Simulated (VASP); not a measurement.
A convergence study with VASP on BN (zinc blende): one setting is varied, all else stays as given below, so the limit is that of these other settings.

```yaml
crystal:
  lattice:
    - [0.00000, 1.80750, 1.80750]
    - [1.80750, 0.00000, 1.80750]
    - [1.80750, 1.80750, 0.00000]
  atoms:
    - { symbol: B, position: [0.00000, 0.00000, 0.00000] }
    - { symbol: N, position: [0.25000, 0.25000, 0.25000] }
```

All values below come from PBE GGA, VASP's PBE PAW potentials (set 64) (plane waves; VASP). The tightest run used: 700 eV cut-off, 22×22×22 Γ-centred mesh, Gaussian smearing of 0.050 eV, potentials B N.

**Question.** The settings run are 1×1×1 mesh; 2×2×2 mesh; 3×3×3 mesh; 4×4×4 mesh; 5×5×5 mesh; 6×6×6 mesh; 7×7×7 mesh; 8×8×8 mesh; 9×9×9 mesh; 10×10×10 mesh; 11×11×11 mesh; 12×12×12 mesh; 13×13×13 mesh; 14×14×14 mesh; 15×15×15 mesh; 16×16×16 mesh; 17×17×17 mesh; 18×18×18 mesh; 19×19×19 mesh; 20×20×20 mesh; 21×21×21 mesh; 22×22×22 mesh. From which on does the energy per atom stay within 0.001 eV/atom of the tightest run?

**Answer.** From 7×7×7 mesh on: it is off by 0.0005 there and by no more than 0.001 in any finer run, while 6×6×6 mesh is off by 0.0020.
```tsv
setting	E (eV/atom)	pressure (GPa)	irreducible k-points	difference judged (eV/atom)
1×1×1 mesh	3.8034	262.71	1	12.5320
2×2×2 mesh	-7.5291	26.23	3	1.1995
3×3×3 mesh	-8.5419	6.46	4	0.1867
4×4×4 mesh	-8.6914	3.72	8	0.0372
5×5×5 mesh	-8.7203	3.19	10	0.0083
6×6×6 mesh	-8.7266	3.07	16	0.0020
7×7×7 mesh	-8.7281	3.05	20	0.0005
8×8×8 mesh	-8.7285	3.04	29	0.0001
9×9×9 mesh	-8.7286	3.03	35	0.0001
10×10×10 mesh	-8.7286	3.03	47	0.0000
11×11×11 mesh	-8.7286	3.03	56	0.0000
12×12×12 mesh	-8.7286	3.04	72	0.0000
13×13×13 mesh	-8.7286	3.03	84	0.0000
14×14×14 mesh	-8.7286	3.03	104	0.0000
15×15×15 mesh	-8.7286	3.03	120	0.0000
16×16×16 mesh	-8.7286	3.03	145	0.0000
17×17×17 mesh	-8.7286	3.03	165	0.0000
18×18×18 mesh	-8.7286	3.03	195	0.0000
19×19×19 mesh	-8.7286	3.03	220	0.0000
20×20×20 mesh	-8.7286	3.03	256	0.0000
21×21×21 mesh	-8.7286	3.03	286	0.0000
22×22×22 mesh	-8.7286	3.03	328	0.0000
```

Left out are rungs that failed or repeat a setting and relaxations that didn't move; long series are thinned to 24 rows.

The compound is BN in the zinc blende structure. The cell was not relaxed at this level.
